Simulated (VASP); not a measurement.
AuAl2 (fluorite): the formation energy from VASP (plane waves, PAW) at several levels of theory. The references are the elements' solids at the same level; no temperature or zero-point terms are added.  Spin-orbit coupling is left out, which shifts such energies by up to tenths of an eV for the heavy elements here.

```
level   formation energy (eV/atom)
------  --------------------------
PBE                         -0.435
PBEsol                      -0.455
```

The cell of the PBE run:

```cif
data_Al8Au4
_chemical_formula_sum 'Al8 Au4'
_space_group_name_H-M_alt 'Fm-3m'
_space_group_IT_number 225
_space_group_name_Hall '-F 4 2 3'
_cell_length_a 6.05616
_cell_length_b 6.05616
_cell_length_c 6.05616
_cell_angle_alpha 90.000
_cell_angle_beta 90.000
_cell_angle_gamma 90.000
loop_
_atom_site_label
_atom_site_type_symbol
_atom_site_symmetry_multiplicity
_atom_site_Wyckoff_symbol
_atom_site_fract_x
_atom_site_fract_y
_atom_site_fract_z
_atom_site_occupancy
Al1 Al 8 c 0.25000 0.25000 0.25000 1
Au1 Au 4 a 0.00000 0.00000 0.00000 1
```
(The calculation used a cell of 3 atoms; values per cell refer to that cell.)

Only levels that ran to the end are used. Left out are those held back, those with too coarse a band path, GW runs whose mesh misses a band edge, hybrids' fits of cells that aren't cubic and levels without matching references; a question may draw on a part of the rest.
